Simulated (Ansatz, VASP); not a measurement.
# Ba7Al24Si25O93 (glassy 57SiO2-27Al2O3-16BaO (mol %)): VASP beside Ansatz

One calculation is typed for both programs; each brings its own data sets. How far apart do they land? The cell is taken from a series of runs on this material, whose earlier steps may have relaxed, scaled, displaced or heated it; both programs get it as it stands.

Calculated with Ansatz 0.2.0; plane waves, with VASP 6.6.1 beside it; single point at PBE.

### Step 1. The structure

The cell holds 149 atoms: 25 Si, 24 Al, 7 Ba and 93 O. Its edges and angles: a = 12.514 Å, b = 12.514 Å, c = 12.514 Å, α = 90.0°, β = 90.0°, γ = 90.0°. As first built, before any earlier steps moved the atoms (in the runner's words): 149 atoms (25 Si, 24 Al, 7 Ba, 93 O) placed at random at 3.22 g/cm^3, melted at 4000 K for 10 ps at fixed volume with the Morse and Coulomb pair potential with partial charges (Pedone, Malavasi, Menziani, Cormack and Segre, J. Phys. Chem. B 110, 11780 (2006)). Quenched from 4000 K to 300 K at 25 K/ps and fixed volume, held 5 ps.

### Step 2. VASP: single point, PBE

With cell and atoms fixed, the geometry can't cause a difference; cores, projectors, grids and the points listed under the comparison can.

Lines of VASP's logs that name or quote its potential files are left out, and so is its time.

The input, INCAR:

```
SYSTEM = Ba7Al24Si25O93
PREC = Accurate
ENCUT = 600
EDIFF = 1E-06
NELM = 120
ISMEAR = 0
SIGMA = 0.01
LREAL = Auto
ALGO = Normal
GGA = PE
NBANDS = 504
LORBIT = 11
LWAVE = .FALSE.
LCHARG = .FALSE.
ISIF = 2
LASPH = .TRUE.
GGA_COMPAT = .FALSE.
EFERMI = MIDGAP
```

The input, POSCAR:

```
Ba7Al24Si25O93
1.0
   12.5140000000      0.0000000000      0.0000000000
    0.0000000000     12.5140000000      0.0000000000
    0.0000000000      0.0000000000     12.5140000000
Si Al Ba O
25 24 7 93
Direct
    0.1392200000      0.4876500000      0.5924400000
    0.6363600000      0.0564200000      0.9722000000
    0.7583000000      0.4223000000      0.8474800000
    0.3698700000      0.2386700000      0.5451200000
    0.7756300000      0.7547200000      0.1549900000
    0.5865800000      0.9047100000      0.1698600000
    0.7908800000      0.5733300000      0.3304900000
    0.4308900000      0.3870300000      0.8576800000
    0.8648600000      0.5928600000      0.9703000000
    0.9773800000      0.0596800000      0.9284100000
    0.2105000000      0.5564600000      0.0233700000
    0.6508400000      0.0054100000      0.4012800000
    0.0035700000      0.0702200000      0.5096200000
    0.0776500000      0.3469300000      0.2912200000
    0.1398500000      0.5926000000      0.2621200000
    0.2267700000      0.0896700000      0.9676800000
    0.2540300000      0.9278900000      0.4266300000
    0.6922900000      0.2866200000      0.0425000000
    0.7731100000      0.6907100000      0.6975700000
    0.3598300000      0.7239500000      0.6485100000
    0.6668400000      0.2604100000      0.4065000000
    0.2361100000      0.3084200000      0.0973500000
    0.1091000000      0.0273000000      0.2748600000
    0.9887400000      0.2997600000      0.9021000000
    0.3890600000      0.5543100000      0.2971700000
    0.1864400000      0.4470100000      0.8174300000
    0.5783400000      0.4646800000      0.4298200000
    0.5995600000      0.3553700000      0.6564200000
    0.3645300000      0.7964900000      0.2504900000
    0.4651600000      0.3662700000      0.1188100000
[... 113 atom lines left out ...]
    0.7812200000      0.2770200000      0.3585400000
    0.3208200000      0.6156000000      0.9968800000
    0.9637100000      0.1733600000      0.8570500000
    0.7744100000      0.9532200000      0.6951700000
    0.9926600000      0.2884500000      0.0250400000
    0.5164600000      0.4404900000      0.7676700000
```

The input, KPOINTS:

```
Automatic mesh
0
Gamma
1 1 1
0 0 0
```

The projector-augmented-wave data sets are Si, Al, Ba_sv and O (PBE family, release 64).

Launch:

```console
> export OMP_NUM_THREADS=3
> mpirun -np 1 vasp_gam
```

Numbers of over 12 decimals in the logs are rounded to 6 here.

The program printed:

```text
[banner, memory and clock lines left out]
running    1 mpi-ranks, on    1 nodes
[...]
Offloading initialized ...    1 GPUs detected
[...]
LDA part: xc-table for (Slater+PW92), standard interpolation
 POSCAR, INCAR and KPOINTS ok, starting setup
[...]
entering main loop
       N       E                     dE             d eps       ncg     rms          rms(c)
DAV:   1     0.793704551732E+04    0.79370E+04   -0.50682E+05  1024   0.174E+03
DAV:   2    -0.540341361590E+03   -0.84774E+04   -0.81897E+04  1256   0.392E+02
DAV:   3    -0.125937714521E+04   -0.71904E+03   -0.71377E+03  1200   0.120E+02
DAV:   4    -0.127815203006E+04   -0.18775E+02   -0.18701E+02  1200   0.196E+01
[...]
DAV:  17    -0.110950848152E+04    0.32194E-05   -0.10365E-04  1232   0.233E-02    0.150E-02
DAV:  18    -0.110950848198E+04   -0.45441E-06   -0.27433E-05  1144   0.914E-03    0.127E-02
DAV:  19    -0.110950848123E+04    0.75308E-06   -0.67002E-06  1160   0.498E-03
   1 F= -.11095085E+04 E0= -.11095085E+04  d E =0.000000E+00
```

From OUTCAR (step 2):

```text
  Total       93.6996228     58.8425542     35.7619626     10.7606549     -6.6659235     13.3357060
  in kB       76.6055038     48.1075950     29.2377182      8.7975316     -5.4498237     10.9028025
  external PRESSURE =      51.3169390 kB  Pullay stress =       0.0000000 kB

 POSITION                                       TOTAL-FORCE (eV/Angst)
 -----------------------------------------------------------------------------------
      1.74220      6.10245      7.41379        -0.887434     -1.848417      1.478600
      7.96341      0.70604     12.16611        -0.651690     -2.838760     -1.527990
[...]
1.27918      1.68826      7.04363        -0.860393     -1.459157      1.127880
      7.23297      6.01210      7.17891        -1.031924     -0.101092     -0.256201
      6.91761     12.18363      6.00922         0.168297     -1.109964     -0.543801
      7.36699      3.92727      1.39856         0.118788     -0.425820      1.274671
      2.82904      5.34673      0.67776        -0.150926      1.855705     -1.147429
     11.36184      6.30793      0.66061         0.584776     -0.320691      0.697012
      0.28544      9.40690      6.87069        -0.500511     -0.339871     -0.217987
      0.67776     11.58346      2.94342        -2.170528     -3.945381     -1.855685
      5.43558      0.45789      8.72927        -0.301822     -0.255709      1.209403
      8.26800      7.98193      8.71387        -2.335310     -0.715387     -0.254306
      9.71875      8.44883      3.16429        -0.799698      0.261862      1.052105
[...]
-----------------------------------------------------------------------------------
    total drift:                               -0.015933      0.005621     -0.004795

  FREE ENERGIE OF THE ION-ELECTRON SYSTEM (eV)
  ---------------------------------------------------
  free  energy   TOTEN  =     -1109.5084812263 eV

  energy  without entropy=    -1109.5084812263  energy(sigma->0) =    -1109.50848123

[... 3 further parts left out ...]
[key lines of the parts left out:]
E-fermi :   4.6506
```

Harder data sets than Ba_sv exist (the GW ones), and pressures, volumes and forces can shift noticeably with them.

### Step 3. Ansatz: single point, PBE

Ansatz runs on its default PAW (the set named soft_2) files.

The same cell, functional and mesh now go to Ansatz, which takes its cutoff from its data sets.

The input, input.yaml:

```yaml
crystal:
  lattice:
    - [12.514, 0.0, 0.0]
    - [0.0, 12.514, 0.0]
    - [0.0, 0.0, 12.514]
  atoms:
    - { symbol: Si, position: [0.13922, 0.48765, 0.59244] }
    - { symbol: Si, position: [0.63636, 0.05642, 0.9722] }
    - { symbol: Si, position: [0.7583, 0.4223, 0.84748] }
    - { symbol: Si, position: [0.36987, 0.23867, 0.54512] }
    - { symbol: Si, position: [0.77563, 0.75472, 0.15499] }
    - { symbol: Si, position: [0.58658, 0.90471, 0.16986] }
    - { symbol: Si, position: [0.79088, 0.57333, 0.33049] }
    - { symbol: Si, position: [0.43089, 0.38703, 0.85768] }
    - { symbol: Si, position: [0.86486, 0.59286, 0.9703] }
    - { symbol: Si, position: [0.97738, 0.05968, 0.92841] }
    - { symbol: Si, position: [0.2105, 0.55646, 0.02337] }
    - { symbol: Si, position: [0.65084, 0.00541, 0.40128] }
    - { symbol: Si, position: [0.00357, 0.07022, 0.50962] }
    - { symbol: Si, position: [0.07765, 0.34693, 0.29122] }
    - { symbol: Si, position: [0.13985, 0.5926, 0.26212] }
    - { symbol: Si, position: [0.22677, 0.08967, 0.96768] }
    - { symbol: Si, position: [0.25403, 0.92789, 0.42663] }
    - { symbol: Si, position: [0.69229, 0.28662, 0.0425] }
    - { symbol: Si, position: [0.77311, 0.69071, 0.69757] }
    - { symbol: Si, position: [0.35983, 0.72395, 0.64851] }
    - { symbol: Si, position: [0.66684, 0.26041, 0.4065] }
    - { symbol: Si, position: [0.23611, 0.30842, 0.09735] }
    - { symbol: Si, position: [0.1091, 0.0273, 0.27486] }
    - { symbol: Si, position: [0.98874, 0.29976, 0.9021] }
    - { symbol: Si, position: [0.38906, 0.55431, 0.29717] }
    - { symbol: Al, position: [0.18644, 0.44701, 0.81743] }
    - { symbol: Al, position: [0.57834, 0.46468, 0.42982] }
    - { symbol: Al, position: [0.59956, 0.35537, 0.65642] }
    - { symbol: Al, position: [0.36453, 0.79649, 0.25049] }
    - { symbol: Al, position: [0.46516, 0.36627, 0.11881] }
[... 113 atom lines left out ...]
    - { symbol: O, position: [0.78122, 0.27702, 0.35854] }
    - { symbol: O, position: [0.32082, 0.6156, 0.99688] }
    - { symbol: O, position: [0.96371, 0.17336, 0.85705] }
    - { symbol: O, position: [0.77441, 0.95322, 0.69517] }
    - { symbol: O, position: [0.99266, 0.28845, 0.02504] }
    - { symbol: O, position: [0.51646, 0.44049, 0.76767] }
kpoints:
  mp_grid: { grid: [1, 1, 1] }
hamiltonian:
  xc: pbe
scf:
  occupations: { method: fixed }
output:
  forces: true
  stress: true
  populations: true
  dos:
    method: { smearing: { sigma: 0.1 } }
    de: 0.1
    projected: { site_lists: { Al: [Al], Ba: [Ba], O: [O], Si: [Si] } }
  eigenvalues: true
  write_density: true
  write_potential: true
  volumetric_format: npy
```

Launch:

```console
> ansatz run input.yaml --threads 8 --pin off --max-ram 15872MiB --backend cpu --events-out ev --progress --plain --runs-dir out
```

The program printed:

```text
Engine: ansatz 0.2.0, aarch64-unknown-linux-gnu
Pseudopotentials: kind: paw
Pseudopotential: Si, paw, valence charge 4, recommended cutoff 420 eV (normal), Si.paw.azcp
Pseudopotential: Al, paw, valence charge 3, recommended cutoff 420 eV (normal), Al.paw.azcp
Pseudopotential: Ba, paw, valence charge 10, recommended cutoff 420 eV (normal), Ba.paw.azcp
Pseudopotential: O, paw, valence charge 6, recommended cutoff 420 eV (normal), O.paw.azcp
Functional definition: PBE
  parameter kappa = 0.804
  parameter beta = 0.066725
  exchange = pbe_x(kappa = kappa, mu = beta*pi^2/3)
  correlation = pbe_c(beta = beta)
Crystal: 149 atoms, lattice volume = 1959.695 Å³
Basis set: ecut = 420 eV, 38401 PW (Γ), exchange–correlation on 180×180×180 points (8 copies of the dense FFT grid, shifted against one another)
Bands: 549, of which v1, the nominal top of the filled ones, is band 400 counted from 1 (399 counted from 0)
Symmetry: 1 space group operations
Space group: P1 (ITA 1), of the structure as read, at distance tolerance 1.3e-4 Å
k-points: 1
Non-local potential: Si, projectors of the file, l = 0: 2, l = 1: 2, l = 2: 2
Non-local potential: Al, projectors of the file, l = 0: 2, l = 1: 2, l = 2: 1
Non-local potential: Ba, projectors of the file, l = 0: 3, l = 1: 2, l = 2: 2, l = 3: 2
Non-local potential: O, projectors of the file, l = 0: 2, l = 1: 2, l = 2: 1
PAW form: soft (Blöchl's): semilocal exchange-correlation on the pseudo side does not see the compensation charge
PAW one-centre angular grid: Si, 110 points (default); XC on 64 Gauss nodes
PAW one-centre angular grid: Al, 110 points (default); XC on 64 Gauss nodes
PAW one-centre angular grid: Ba, 194 points (default); XC on 64 Gauss nodes
PAW one-centre angular grid: O, 110 points (default); XC on 64 Gauss nodes
Initial density: superposition of atomic densities (neutral atoms: chi_scale 0, normalization atom), corrected by the library's trained network
Initial wavefunctions: pseudopotential atomic-orbital guess
Functional: x = pbe(κ = 0.804, μ = 0.219515), c = pbe(β = 0.066725)
SCF iter   1: F=—  HF=-123391.075220 eV  |F-HF|=—  |Δ(HF+E_count)|=         —  Δρ=2.08e-3  dr2=1.13e-1  ethr=1.77e-3  ⟨swp⟩=5.0  Hψ=2130  notcnv=0  defer=147
preconditioner: auto → Resta (q_TF=auto, 2.350 Å⁻¹)  ε∞=3.4  [insulator: Δε(μ)=3.472 eV  Ē_g=15.187 eV  n_scr=436 (ndim 8)  ℏωp=23.5 eV  f_vac=0.079  ε∞_Penn≈3.4]
SCF iter   2: F=—  HF=-123391.083807 eV  |F-HF|=—  |Δ(HF+E_count)|=   8.59e-3  Δρ=1.13e-3  dr2=2.88e-2  ethr=1.41e-5  ⟨swp⟩=3.0  Hψ=1033  notcnv=0  defer=147
SCF iter   3: F=—  HF=-123391.088801 eV  |F-HF|=—  |Δ(HF+E_count)|=   4.99e-3  Δρ=5.22e-4  dr2=7.38e-3  ethr=3.60e-6  ⟨swp⟩=2.0  Hψ=739  notcnv=0  defer=147
SCF iter   4: F=—  HF=-123391.088638 eV  |F-HF|=—  |Δ(HF+E_count)|=   1.63e-4  Δρ=1.47e-4  dr2=5.03e-4  ethr=9.23e-7  ⟨swp⟩=2.0  Hψ=739  notcnv=0  defer=147
SCF iter   5: F=—  HF=-123391.088786 eV  |F-HF|=—  |Δ(HF+E_count)|=   1.48e-4  Δρ=8.93e-5  dr2=1.34e-4  ethr=6.29e-8  ⟨swp⟩=2.0  Hψ=724  notcnv=0  defer=147
SCF iter   6: F=—  HF=-123391.088806 eV  |F-HF|=—  |Δ(HF+E_count)|=   1.95e-5  Δρ=3.21e-5  dr2=1.89e-5  ethr=1.67e-8  ⟨swp⟩=2.0  Hψ=778  notcnv=0  defer=146
SCF iter   7: F=—  HF=-123391.094147 eV  |F-HF|=—  |Δ(HF+E_count)|=   5.34e-3  Δρ=1.05e-5  dr2=2.11e-6  ethr=2.37e-9  ⟨swp⟩=2.0  Hψ=940  notcnv=0  defer=145
SCF iter   8: F=—  HF=-123391.094149 eV  |F-HF|=—  |Δ(HF+E_count)|=   2.00e-6  Δρ=7.69e-6  dr2=9.42e-7  ethr=2.63e-10  ⟨swp⟩=2.0  Hψ=795  notcnv=0  defer=145
SCF iter   9: F=-123391.094149 eV  HF=-123391.094149 eV  |F-HF|=2.72e-8  |Δ(HF+E_count)|=   1.07e-8  Δρ=1.54e-6  dr2=4.59e-8  ethr=1.25e-11  ⟨swp⟩=23.0  Hψ=6103  notcnv=0
SCF 1 converged in 9 iterations: F = -123391.094149 eV  dr2 = 4.59e-8
  greatest PAW one-centre occupation: 0.955 electrons in one spin orbital (limit 2), on the Ba atom at site 55 (counted from 0), in its partial waves of l = 0
SCF converged after 9 iterations
Free energy (F): -123391.094149 eV
Harris-Foulkes:  -123391.094149 eV  (|F-HF|=2.72e-8)
Internal energy: -123391.094149 eV  (E = F + TS)
E sigma→0 (E₀):  -123391.094149 eV
Fermi energy:    5.108628 eV
--- Per-component energies (eV) ---
  E_band       = -2376.666930
  E_kinetic    = 19536.023498
  E_local      = -46854.291630  (includes V_loc(G=0)·N_el)
  E_nonlocal   = 5717.019903
  E_hartree    = 17375.006587
  E_xc         = -10474.387860
  E_vxc        = -11703.503811  (∫ρ·V_xc dr)
  E_paw        = -75406.438109  (= ΣΔE_a)
  E_vpaw       = -3822.156519  (= ΣTr[D̂ρ^β])
  E_aug_tail   = 0.237003  (compensation charges beyond the density's cutoff)
  E_ewald      = -33284.263542
  E_smearing   = -0.000000  (= −TS)
  E_closure    = 0.000000  (closes the sum)
  Σ components = -123391.094149   (vs F -123391.094149, Δ=0.00e0)
--- Forces (eV/Å), atoms counted from 1 ---
  atom   1  Si    -0.88556489    -1.86852183     1.47137728
[...]
P = ⅓ Tr σ = 5.1123 GPa (51.123 kbar)
--- Band table (eV) ---
  k-point 0: bands = [... 396 lower, 4.6232, 4.7304, 4.9761, 5.1086, 8.4513, 8.9361, 9.2927, 9.4232, ... 145 higher]
--- Löwdin populations: 149 sites ---
  site symbol       q [e]
     0     Si      2.2671
     1     Si      2.2754
     2     Si      2.2762
     3     Si      2.2978
     4     Si      2.2841
     5     Si      2.2682
     6     Si      2.2957
     7     Si      2.2686
     8     Si      2.2840
     9     Si      2.2963
    10     Si      2.2389
    11     Si      2.3159
    12     Si      2.2913
    13     Si      2.2538
    14     Si      2.2320
    15     Si      2.2384
    16     Si      2.2558
    17     Si      2.2248
    18     Si      2.3030
    19     Si      2.2940
    20     Si      2.2885
    21     Si      2.2356
    22     Si      2.2580
    23     Si      2.2636
[...]
141      O      6.8049
   142      O      6.8865
   143      O      6.8580
   144      O      6.8360
   145      O      6.8420
   146      O      6.9890
   147      O      6.8145
   148      O      6.8038
  spilling = 0.011802 (of n_electrons = 800.000000)
```

The column dr2 measures how far the density is from self-consistency, as an energy; F and HF (Harris–Foulkes) agree once it is small.

### Step 4. Differences

Known differences besides the potentials themselves: fixed occupations in Ansatz, narrow Gaussian smearing in VASP; the cutoff is 420 eV in Ansatz and 600 eV in VASP (PREC = Accurate, projectors in real space). Total energies have different zeros and are not compared.

Both answers:

| quantity | Ansatz | VASP | difference |
| --- | --- | --- | --- |
| pressure (GPa) | 5.11 | 5.13 | -0.02 |
| gap on the k mesh (eV) | 3.343 | 3.324 | +0.019 |

Forces on 10 of the 149 atoms, those with the largest forces and the largest differences (eV/Å; atoms numbered as in POSCAR):

| atom | Ansatz x, y, z | VASP x, y, z |
| --- | --- | --- |
| Si4 | -3.174, -1.306, 2.865 | -3.151, -1.294, 2.919 |
| Si24 | -3.284, -0.936, -2.517 | -3.323, -0.923, -2.580 |
| O68 | -4.040, 1.581, -2.185 | -4.059, 1.666, -2.204 |
| O71 | -0.319, -0.015, 2.278 | -0.229, 0.015, 2.259 |
| O80 | -2.139, -3.940, -1.901 | -2.171, -3.945, -1.856 |
| O84 | 5.086, 1.247, -2.020 | 5.154, 1.250, -2.032 |
| O96 | -1.019, 2.533, 1.251 | -1.045, 2.604, 1.304 |
| O131 | -0.774, -3.626, -2.860 | -0.765, -3.708, -2.899 |
| O147 | -0.326, 1.585, -2.012 | -0.332, 1.482, -2.054 |
| O148 | 0.201, -0.070, 4.536 | 0.198, -0.094, 4.624 |

The forces differ by 30 meV/Å r.m.s., which is 2.3 % of the r.m.s. force of 1.334 eV/Å (both taken over all components). A gap on the mesh is an upper bound, since the band edges may lie between its points.

### Step 5. Summary of results

```yaml
r_m_s_force_difference_single_point_pbe: 2.3 % of the r.m.s. force
```

In words: The r.m.s. force difference is 2.3 % of the r.m.s. force (single point, PBE), within the 3 % picked in this series as the mark of a large difference. How closely two codes agree says nothing of how well the functional describes the real material.

[Lines on the potential files, build, host, timing and source positions are cut from VASP's logs without a mark.]

[Logs are printed without paths, hosts, clocks, repeated set-up lines and the standing remarks that a program may print on its own settings, such as how far it seeks lower states.]

[Hosts, paths, dates, database ids (printed as entryN), source tags and the programs' standing remarks are cut or masked in the printed files.]
